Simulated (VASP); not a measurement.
All values below come from PBE GGA, VASP's PBE PAW potentials (set 64) (plane waves; VASP).

A VASP calculation is set up with these files.

**KPOINTS**
```
Automatic mesh
0
Gamma
 16 16 16
0 0 0
```

**POSCAR**
```
Fe
1
   -1.4350000000     1.4350000000     1.4350000000
    1.4350000000    -1.4350000000     1.4350000000
    1.4350000000     1.4350000000    -1.4350000000
Fe
1
Direct
  0.0000000000   0.0000000000   0.0000000000
```

### INCAR
```
# general
SYSTEM   =  Fe
PREC     =  Accurate
ENCUT    =  400
LREAL    =  .False.
LASPH    =  .True.

# electronic loop
EDIFF    =  1E-6
NELM     =  100
ALGO     =  Normal
LMAXMIX  =  4

# smearing
ISMEAR   =  1
SIGMA    =  0.1

# functional
GGA      =  PE

# spin
ISPIN    =  2
MAGMOM   =  2.5

# ions
IBRION   =  2
NSW      =  60
ISIF     =  3
EDIFFG   =  -0.01

# output
LWAVE    =  .False.
LCHARG   =  .False.
LORBIT   =  10
```

POTCAR, in this order: Fe (PBE.64 set). Program: vasp_std.

Energy and stress use the plane-wave basis of the starting cell.

Q: What does the run give for the energy per atom (σ→0), cell moment, volume per atom, band gap (on the k-mesh)?

A: 
| Property | Value |
|---|---|
| energy per atom (σ→0) | -8242 meV/atom |
| cell moment | 2.21 μB |
| band gap (on the k-mesh) | none (metal, semimetal or under 0.01 eV) |
| volume per atom | 11.35 Å³/atom |

File OSZICAR:
```
...
DAV:   3    -0.824369881487E+01    0.11052E-01   -0.73550E-02  5594   0.429E+00    0.104E+00
DAV:   4    -0.824265831297E+01    0.10405E-02   -0.85079E-04  5581   0.496E-01    0.227E-01
DAV:   5    -0.824177781191E+01    0.88050E-03   -0.13274E-03  5420   0.401E-01    0.438E-02
DAV:   6    -0.824179583024E+01   -0.18018E-04   -0.28406E-05  5406   0.811E-02    0.227E-02
DAV:   7    -0.824179715840E+01   -0.13282E-05   -0.20611E-06  3988   0.136E-02    0.898E-03
DAV:   8    -0.824179899843E+01   -0.18400E-05   -0.14102E-06  2718   0.150E-02    0.275E-03
DAV:   9    -0.824179905765E+01   -0.59223E-07   -0.60791E-08  2619   0.310E-03
   3 F= -.82417991E+01 E0= -.82418476E+01  d E =-.105138E-01  mag=     2.2123
```

The compound is Fe in the bcc structure. This run relaxes it. Symmetry was kept, so distortions that lower it aren't found.
